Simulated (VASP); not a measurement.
# TbO (Pm-3m) in VASP: notebook

Runs on TbO. Level: r2SCAN. Tasks: single point.

All numbers are computed with VASP 6.6.1; they aren't measurements. Logs are shortened: lines on timing, memory, paths and dates and some standing lists are left out, and cuts for length are marked.

## 1. The structure

It takes space group Pm-3m (No. 221, cubic). Conventional cell: a = 2.784 Å, b = 2.784 Å, c = 2.784 Å, α = 90.00°, β = 90.00°, γ = 90.00°. Around Tb (site symmetry m-3m) lie 8 O at 2.41 Å. O (site symmetry m-3m) has 8 Tb at 2.41 Å as nearest neighbours.

The cell comes from a database or a generator and needn't be the stable form of this composition.

## 2. Single point, r2SCAN, collinear spin, ferromagnetic start

Contents of INCAR:

```
PREC = Accurate ; ENCUT = 520
EDIFF = 1E-6 ; ISMEAR = 0
SIGMA = 0.05 ; LREAL = F
LASPH = T ; NELM = 150
ALGO = Normal ; ISIF = 2
LWAVE = F ; LCHARG = T
ISPIN = 2 ; MAGMOM = 6 0
LORBIT = 11 ; LMAXMIX = 6
METAGGA = R2SCAN ; LMIXTAU = T
LELF = T ; LVHAR = T
```

Contents of KPOINTS:

```
regular mesh
0
Gamma
  7 7 7
```

Contents of POSCAR:

```
TbO
1.0
    2.7838380500      0.0000000000      0.0000000000
    0.0000000000      2.7838380500      0.0000000000
    0.0000000000      0.0000000000      2.7838380500
Tb O
1 1
Direct
    0.0000000000      0.0000000000      0.0000000000
    0.5000000000      0.5000000000      0.5000000000
```

Potentials or basis: VASP PAW PBE potentials, release 64 (Tb, O).

Run with:

```bash
$ cat potpaw_PBE.64/Tb/POTCAR potpaw_PBE.64/O/POTCAR > POTCAR
$ mpirun -np 1 vasp_std > vasp.out
```

OUTCAR:

```text
PREC = Accurate
   ENCUT = 520
   EDIFF = 1E-6
   ISMEAR = 0
   LREAL = F
   LASPH = T
   NELM = 150
   ISIF = 2
   ISPIN = 2
   LORBIT = 11
   METAGGA = R2SCAN

 ion  position               nearest neighbor table
   1  0.000  0.000  0.000-   2 2.41   2 2.41   2 2.41   2 2.41   2 2.41   2 2.41   2 2.41   2 2.41

   2  0.500  0.500  0.500-   1 2.41   1 2.41   1 2.41   1 2.41   1 2.41   1 2.41   1 2.41   1 2.41

  LATTYP: Found a simple cubic cell.
 ALAT       =     2.7838380500

  Lattice vectors:

 A1 = (   2.7838380500,   0.0000000000,   0.0000000000)
 A2 = (   0.0000000000,   2.7838380500,   0.0000000000)
 A3 = (   0.0000000000,   0.0000000000,   2.7838380500)

Analysis of symmetry for initial positions (statically):
=====================================================================
 Subroutine PRICEL returns:
 Original cell was already a primitive cell.

 Routine SETGRP: Setting up the symmetry group for a
 simple cubic supercell.

 Subroutine GETGRP returns: Found 48 space group operations
 (whereof 48 operations were pure point group operations)
 out of a pool of 48 trial point group operations.

The static configuration has the point symmetry O_h .

Analysis of symmetry for dynamics (positions and initial velocities):
=====================================================================
 Subroutine PRICEL returns:
 Original cell was already a primitive cell.

 Routine SETGRP: Setting up the symmetry group for a
 simple cubic supercell.

 Subroutine GETGRP returns: Found 48 space group operations
 (whereof 48 operations were pure point group operations)
 out of a pool of 48 trial point group operations.

The dynamic configuration has the point symmetry O_h .

Analysis of structural, dynamic, and magnetic symmetry:
=====================================================================
 Subroutine PRICEL returns:
 Original cell was already a primitive cell.

 Routine SETGRP: Setting up the symmetry group for a
 simple cubic supercell.

 Subroutine GETGRP returns: Found 48 space group operations
 (whereof 48 operations were pure point group operations)
 out of a pool of 48 trial point group operations.

The overall configuration has the point symmetry O_h .

[... 114 lines left out ...]
  volume/ion in A,a.u.               =      10.79        72.79
  Fermi-wavevector in a.u.,A,eV,Ry     =   1.719534  3.249449 40.229686  2.956799
  Thomas-Fermi vector in A             =   2.796143
   LORBIT       =     11    0 simple, 1 ext, 2 COOP (PROOUT), +10 PAW based schemes
   METAGGA = R2SCAN    functional components
   LHFCALC =     F    Hartree Fock is set to
   AEXX    =    0.0000 exact exchange contribution
   IVDW    =     0    specifies the selected vdW correction
   LEPSILON=     F    determine dielectric tensor
   LRPA    =     F    only Hartree local field effects (RPA)
 spin polarized calculation
 Gauss-broadening in eV      SIGMA  =   0.05
  energy-cutoff  :      520.00
  volume of cell :       21.57
 maximum number of plane-waves:       589
 NGX is ok and might be reduce to    24

 number of electron      25.0000009 magnetization       6.1971172

 Free energy of the ion-electron system (eV)
  ---------------------------------------------------
  ext. energy  EPLUGINS =         0.00000000
  ---------------------------------------------------
  free energy    TOTEN  =       -49.02431809 eV

  energy without entropy =      -49.01598307  energy(sigma->0) =      -49.02015058

 E-fermi :   8.4127     XC(G=0): -14.6089

 val. band max:        8.4091452743   @ k =   0.4286   0.2857   0.1429
 cond. band min:       8.4227975595   @ k =   0.2857   0.2857   0.2857
 fundamental gap:      0.0136522853
 Fermi energy:         8.4127109927

 spin component 1

 k-point     1 :       0.0000    0.0000    0.0000
  band No.  band energies     occupation
      1     -40.7300      1.00000
      2     -15.2577      1.00000
      3     -15.2576      1.00000
      4     -15.2576      1.00000
      5     -14.1009      1.00000
      6       2.4038      1.00000
[... 416 lines left out ...]
      5     -12.9520      1.00000
      6      -0.9119      1.00000
[... 11 lines left out ...]
     18      14.3944      0.00000
     19      18.4703      0.00000
 Fermi energy:         8.4127109927

 spin component 2

 k-point     1 :       0.0000    0.0000    0.0000
  band No.  band energies     occupation
      1     -37.6091      1.00000
      2     -13.9278      1.00000
      3     -12.9599      1.00000
      4     -12.9599      1.00000
      5     -12.9599      1.00000
      6       3.5817      1.00000
[... 417 lines left out ...]
      6      -0.6722      1.00000
[... 11 lines left out ...]
     18      15.2689      0.00000
     19      20.2167      0.00000

------------------------ aborting loop because EDIFF is reached ----------------------------------------

  FORCE on cell =-STRESS in cart. coord.  units (eV):
  Direction    XX          YY          ZZ          XY          YZ          ZX
  --------------------------------------------------------------------------------------
  -------------------------------------------------------------------------------------
  Total        5.7108674      5.7108674      5.7108674      0.0000000      0.0000000     -0.0000000
  in kB      424.1121959    424.1121959    424.1121959      0.0000000      0.0000000     -0.0000000
  external PRESSURE =     424.1121959 kB  Pullay stress =       0.0000000 kB

 VOLUME and BASIS-vectors are now :
 -----------------------------------------------------------------------------
  energy-cutoff  :      520.00
  volume of cell :       21.57
      direct lattice vectors                 reciprocal lattice vectors
     2.783838050  0.000000000  0.000000000     0.359216299  0.000000000  0.000000000
     0.000000000  2.783838050  0.000000000     0.000000000  0.359216299  0.000000000
     0.000000000  0.000000000  2.783838050     0.000000000  0.000000000  0.359216299

 POSITION                                       TOTAL-FORCE (eV/Angst)
 -----------------------------------------------------------------------------------
      0.00000      0.00000      0.00000         0.000000      0.000000      0.000000
      1.39192      1.39192      1.39192         0.000000      0.000000      0.000000
 -----------------------------------------------------------------------------------
    total drift:                                0.000000      0.000000     -0.000000

  FREE ENERGIE OF THE ION-ELECTRON SYSTEM (eV)
  ---------------------------------------------------
  free  energy   TOTEN  =       -49.0243180867 eV

  energy  without entropy=      -49.0159830677  energy(sigma->0) =      -49.02015058

 total charge

# of ion       s       p       d       f       tot
--------------------------------------------------
    1        2.039   5.662   0.934   8.057  16.692
    2        1.564   3.551   0.000   0.000   5.114
--------------------------------------------------
tot          3.602   9.213   0.934   8.057  21.807

 magnetization (x)

# of ion       s       p       d       f       tot
--------------------------------------------------
    1       -0.004  -0.078   0.197   5.819   5.933
    2       -0.001   0.011   0.000   0.000   0.010
--------------------------------------------------
tot         -0.006  -0.067   0.197   5.819   5.943
```

Wall time 59 s (1 thread of Intel Xeon 6975P-C (Granite Rapids), shared host); peak memory 0.17 GiB.

Results:

```yaml
Free_energy: -49.0243 eV
Pressure: 42.4 GPa
Band_gap_on_the_k_mesh: none (metal or under the smearing width)
Net_moment: 6.20 μB per cell
Site_moments: Tb +5.93; O +0.01 μB
Valence_electrons_inside_the_program's_atomic_spheres: Tb 16.69; O 5.11
```

Levels at points of the mesh, in eV from the Fermi level:
Spin up:
```
           k point  band 14  band 15  band 16  band 17  band 18  band 19
(0.00, 0.00, 0.00)    -4.01    -4.01    -3.17    -3.17     3.41     8.04
```
Spin down:
```csv
k point,band 8,band 9,band 10,band 11,band 12,band 13
"(0.00, 0.00, 0.00)",-4.83,-2.13,-2.13,0.45,0.69,0.69
```

Caveat: the magnetic or orbital state may not be the lowest; a pressure of tens of GPa on the cell as given is suspect, and the run, the potentials or the cell itself is likely at fault; the PAW data sets were made with another functional, which shifts forces and pressure a little; spin-orbit coupling is left out, which moves the levels of the heavy elements; without U or exact exchange the open f shell lies at the Fermi level, which spoils levels, moments and volumes. With open d or f shells a metallic result of r2SCAN can be an artefact of self-interaction; +U or a hybrid may open a gap.

## 3. Single point, r2SCAN, collinear spin, antiferromagnetic start

This run uses another cell than the first one: it holds 4 atoms, not 2.

Contents of INCAR:

```
PREC = Accurate
ENCUT = 520
EDIFF = 1E-6
ISMEAR = 0
SIGMA = 0.05
LREAL = False
LASPH = True
NELM = 100
ALGO = Normal
ISIF = 2
LWAVE = False
LCHARG = False
ISPIN = 2
MAGMOM = 6 -6 0 0
LORBIT = 11
LMAXMIX = 6
METAGGA = R2SCAN
LMIXTAU = True
```

Contents of KPOINTS:

```
Automatic mesh
0
Gamma
  7 7 4
```

Contents of POSCAR:

```
TbO
1.0
    2.7838380500      0.0000000000      0.0000000000
    0.0000000000      2.7838380500      0.0000000000
    0.0000000000      0.0000000000      5.5676761000
Tb O
2 2
Direct
    0.0000000000      0.0000000000      0.0000000000
    0.0000000000      0.0000000000      0.5000000000
    0.5000000000      0.5000000000      0.2500000000
    0.5000000000      0.5000000000      0.7500000000
```

Potentials or basis: VASP PAW PBE potentials, release 64 (Tb, O).

Run with:

```bash
$ cat potpaw_PBE.64/Tb/POTCAR potpaw_PBE.64/O/POTCAR > POTCAR
$ mpirun -np 1 vasp_std > vasp.out
```

It took 6.5 min on 1 thread of Intel Xeon 6975P-C (Granite Rapids), shared host; peak memory 0.25 GiB.

Results (log left out):

| Quantity | Value |
| --- | --- |
| Free energy | -98.5615 eV |
| Pressure | 44.6 GPa |
| Band gap on the k mesh | none (metal or under the smearing width) |
| Net moment | 0.00 μB per cell |
| Site moments | Tb +5.55, -5.55; O +0.00 μB |
| Valence electrons inside the program's atomic spheres | Tb 16.74; O 5.12 |

Stress tensor (GPa, compression positive):
```
45.32  0.00  0.00
 0.00 45.32  0.00
 0.00  0.00 43.23
```

Levels at points of the mesh, in eV from the Fermi level:
Spin up:
```csv
k point,band 21,band 22,band 23,band 24,band 25,band 26,band 27,band 28,band 29,band 30
"(0.00, 0.00, 0.00)",-4.20,-3.55,-3.55,-2.71,-2.63,-1.13,0.51,0.51,1.17,1.36
"(0.00, 0.00, 0.50)",-4.79,-3.61,-3.61,-2.23,-1.78,0.34,0.51,0.51,1.17,1.31
```
Spin down:
| k point | band 23 | band 24 | band 25 | band 26 | band 27 | band 28 |
| --- | --- | --- | --- | --- | --- | --- |
| (0.00, 0.00, 0.00) | -3.55 | -2.71 | -2.63 | -1.13 | 0.51 | 0.51 |
| (0.00, 0.00, 0.50) | -3.61 | -2.23 | -1.78 | 0.34 | 0.51 | 0.51 |

Caveat: the magnetic or orbital state may not be the lowest; a pressure of tens of GPa on the cell as given is suspect, and the run, the potentials or the cell itself is likely at fault; the PAW data sets were made with another functional, which shifts forces and pressure a little; spin-orbit coupling is left out, which moves the levels of the heavy elements; without U or exact exchange the open f shell lies at the Fermi level, which spoils levels, moments and volumes. With open d or f shells a metallic result of r2SCAN can be an artefact of self-interaction; +U or a hybrid may open a gap.

## 4. Single point, r2SCAN, collinear spin, zero start

Contents of INCAR:

```
PREC     = Accurate       # precision mode
ENCUT    = 520            # plane-wave cutoff, eV
EDIFF    = 1E-7           # SCF threshold, eV
ISMEAR   = 0              # smearing method
SIGMA    = 0.05           # smearing width, eV
LREAL    = F              # projectors in reciprocal space
LASPH    = T              # aspherical terms in the spheres
NELM     = 100            # most SCF steps
ALGO     = Normal         # electronic algorithm
ISIF     = 2              # what is computed and relaxed
LWAVE    = F              # write WAVECAR
LCHARG   = F              # write CHGCAR
ISPIN    = 2              # spin polarisation
MAGMOM   = 0 0            # initial moments
LORBIT   = 11             # projections on sites
LMAXMIX  = 6              # l up to which the mixer works
METAGGA  = R2SCAN         # meta-GGA
LMIXTAU  = T            
NBANDS   = 24             # bands
```

Contents of KPOINTS:

```
Automatic mesh
0
Gamma
  7 7 7
```

Contents of POSCAR:

```
TbO
1.0
    2.7838380500      0.0000000000      0.0000000000
    0.0000000000      2.7838380500      0.0000000000
    0.0000000000      0.0000000000      2.7838380500
Tb O
1 1
Direct
    0.0000000000      0.0000000000      0.0000000000
    0.5000000000      0.5000000000      0.5000000000
```

Run with:

```bash
$ cat potpaw_PBE.64/Tb/POTCAR potpaw_PBE.64/O/POTCAR > POTCAR
$ mpirun -np 1 vasp_std > vasp.out
```

Wall time 1.8 min (1 thread of Intel Xeon 6975P-C (Granite Rapids), shared host); peak memory 0.18 GiB.

Results (log left out):

| Property | Result |
| --- | --- |
| Free energy | -45.9932 eV |
| Pressure | 42.2 GPa |
| Band gap on the k mesh | none (metal or under the smearing width) |
| Net moment | -1.64 μB per cell |
| Site moments | Tb -1.57; O +0.02 μB |
| Valence electrons inside the program's atomic spheres | Tb 16.79; O 5.12 |

Levels at points of the mesh, in eV from the Fermi level:
Spin up:
| k point | band 10 | band 11 | band 12 | band 13 | band 14 | band 15 |
| --- | --- | --- | --- | --- | --- | --- |
| (0.00, 0.00, 0.00) | -1.44 | -1.44 | 0.24 | 0.24 | 0.24 | 2.42 |
Spin down:
| k point | band 11 | band 12 | band 13 | band 14 | band 15 | band 16 |
| --- | --- | --- | --- | --- | --- | --- |
| (0.00, 0.00, 0.00) | -2.59 | -1.90 | -1.90 | 0.48 | 0.48 | 0.48 |

Caveat: the magnetic or orbital state may not be the lowest; a pressure of tens of GPa on the cell as given is suspect, and the run, the potentials or the cell itself is likely at fault; the PAW data sets were made with another functional, which shifts forces and pressure a little; spin-orbit coupling is left out, which moves the levels of the heavy elements; without U or exact exchange the open f shell lies at the Fermi level, which spoils levels, moments and volumes.

(Continued in part 2 of 2.)
